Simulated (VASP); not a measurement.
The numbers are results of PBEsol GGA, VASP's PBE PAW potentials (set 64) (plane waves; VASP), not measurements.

Input for VASP

### POSCAR
```
Be
1.0
  1.1132935585  -1.9282808424   0.0000000000
  1.1132935585   1.9282808424   0.0000000000
  0.0000000000   0.0000000000   3.5232899242
Be
2
Cart
  1.1132935585   0.6427615663   0.8808224811
  1.1132935585  -0.6427615663   2.6424674432
```

**INCAR**
```
! general
SYSTEM =Be
PREC   =Accurate
ENCUT  =500
LREAL  =.FALSE.   ! projection in real space or not
LASPH  =.TRUE.   ! aspherical one-centre terms

! electronic loop
EDIFF  =1E-6
NELM   =100   ! most electronic steps
ALGO   =Normal   ! blocked Davidson

! smearing
ISMEAR =1
SIGMA  =0.1   ! width (eV)

! functional
GGA    =PS   ! PBEsol

! ions
IBRION =2
NSW    =40   ! most ionic steps
ISIF   =3
EDIFFG =-0.02   ! ionic stop
PSTRESS=100   ! kbar

! output
LWAVE  =.FALSE.
LCHARG =.FALSE.
```

**KPOINTS**
```
Automatic mesh
0
Gamma
19 19 10
0 0 0
```

POTCAR, in this order: Be (PBE.64 set). Program: vasp_std.

What VASP printed:

### OSZICAR
```
       N       E                     dE             d eps       ncg     rms          rms(c)
DAV:   1    -0.313741840696E+01   -0.31374E+01   -0.18350E+03  2892   0.538E+02
DAV:   2    -0.800096553936E+01   -0.48635E+01   -0.46997E+01  4494   0.627E+01
DAV:   3    -0.802726821062E+01   -0.26303E-01   -0.26154E-01  3750   0.432E+00
DAV:   4    -0.802729122592E+01   -0.23015E-04   -0.23015E-04  4368   0.127E-01
DAV:   5    -0.802729124965E+01   -0.23723E-07   -0.24183E-07  3666   0.169E-03    0.129E+00
DAV:   6    -0.800203894097E+01    0.25252E-01   -0.30726E-03  3240   0.836E-01    0.787E-01
DAV:   7    -0.799175879252E+01    0.10280E-01   -0.41242E-03  3198   0.851E-01    0.160E-02
DAV:   8    -0.799175566562E+01    0.31269E-05   -0.13606E-05  4506   0.370E-02    0.692E-03
DAV:   9    -0.799175636014E+01   -0.69452E-06   -0.50790E-07  3072   0.668E-03
   1 F= -.70475916E+01 E0= -.70476106E+01  d E =-.704759E+01
       N       E                     dE             d eps       ncg     rms          rms(c)
DAV:   1    -0.796793443000E+01    0.23821E-01   -0.31065E-02  3036   0.236E+00    0.731E-02
DAV:   2    -0.796786552243E+01    0.68908E-04   -0.45872E-05  4608   0.787E-02    0.455E-02
DAV:   3    -0.796783451236E+01    0.31010E-04   -0.19519E-05  3072   0.813E-02    0.155E-03
DAV:   4    -0.796783396370E+01    0.54866E-06   -0.65189E-08  2604   0.384E-03
   2 F= -.70556124E+01 E0= -.70556281E+01  d E =-.802078E-02
       N       E                     dE             d eps       ncg     rms          rms(c)
DAV:   1    -0.796861397585E+01   -0.77946E-03   -0.19581E-05  3090   0.593E-02    0.183E-03
DAV:   2    -0.796861373558E+01    0.24027E-06   -0.28220E-08  2286   0.194E-03
   3 F= -.70556175E+01 E0= -.70556332E+01  d E =-.802585E-02
```

OUTCAR:
```
------------------------ aborting loop because EDIFF is reached ----------------------------------------
  FORCE on cell =-STRESS in cart. coord.  units (eV):
  Direction    XX          YY          ZZ          XY          YZ          ZX
  --------------------------------------------------------------------------------------
  Total        0.8955576      0.8955574      0.9449154      0.0000000      0.0000000     -0.0000000
  in kB       98.0899465     98.0899294    103.4960810      0.0000000      0.0000000     -0.0000000
  external PRESSURE =      -0.1080144 kB  Pullay stress =     100.0000000 kB
  volume of cell :       14.63
      direct lattice vectors                 reciprocal lattice vectors
     1.101386533 -1.907657267  0.000000000     0.453973228 -0.262101589 -0.000000000
     1.101386533  1.907657267 -0.000000000     0.453973228  0.262101589 -0.000000000
     0.000000000  0.000000000  3.481043707    -0.000000000  0.000000000  0.287270165
 POSITION                                       TOTAL-FORCE (eV/Angst)
 -----------------------------------------------------------------------------------
      1.10139      0.63589      0.87026        -0.000000     -0.000000      0.000000
      1.10139     -0.63589      2.61078         0.000000      0.000000      0.000000
 -----------------------------------------------------------------------------------
    total drift:                                0.000000     -0.000004      0.000005
  FREE ENERGIE OF THE ION-ELECTRON SYSTEM (eV)
  ---------------------------------------------------
  free  energy   TOTEN  =        -7.9686137356 eV

  energy  without entropy=       -7.9686610408  energy(sigma->0) =       -7.96862950
  enthalpy is  TOTEN    =        -7.0556174673 eV   P V=        0.9129962683

 reached required accuracy - stopping structural energy minimisation
```
(Selected blocks of OUTCAR.)

### CONTCAR
```
Be
   1.00000000000000
     1.1013865326677914   -1.9076572666586853    0.0000000000000000
     1.1013865326677914    1.9076572666586853   -0.0000000000000000
     0.0000000000000000    0.0000000000000000    3.4810437069399613
  Be
     2
Direct
     0.3333330000000032    0.6666669999999968    0.2500000000000000
     0.6666669999999968    0.3333330000000032    0.7500000000000000
```

Energy and stress use the plane-wave basis of the starting cell.

The compound is Be in the hcp structure. This run relaxes it under an external pressure of 10 GPa. Symmetry was kept, so distortions that lower it aren't found.
